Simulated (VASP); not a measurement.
GaP (zinc blende) relaxed at rising pressure, in one space group throughout; other phases were not tried. The pressures are those reached. Calculation: PBEsol GGA, VASP's PBE PAW potentials (set 64) (plane waves; VASP).

| P (GPa) | V (Å³/atom) | k-mesh |
|---|---|---|
| -0.10 | 20.112 | 8×8×8 |
| 4.95 | 19.071 | 9×9×9 |
| 9.93 | 18.268 | 9×9×9 |
| 20.00 | 17.042 | 9×9×9 |
| 30.00 | 16.131 | 9×9×9 |

A change of mesh leaves a small step in the series.

Q: Fit an equation of state and predict the volume at 44.89 GPa.

A: Least squares on the third-order Birch-Murnaghan form, P = (3B0/2)(y⁷ − y⁵)[1 + (3/4)(B′ − 4)(y² − 1)] with y = (V0/V)^(1/3), gives V0 = 20.087 Å³/atom, B0 = 86 GPa and B′ = 4.3, and so 15.108 Å³/atom. The run gave 15.100 Å³/atom, -0.1 % from the fit.

Pressures at which the relaxation failed are left out.

The compound is GaP in the zinc blende structure.
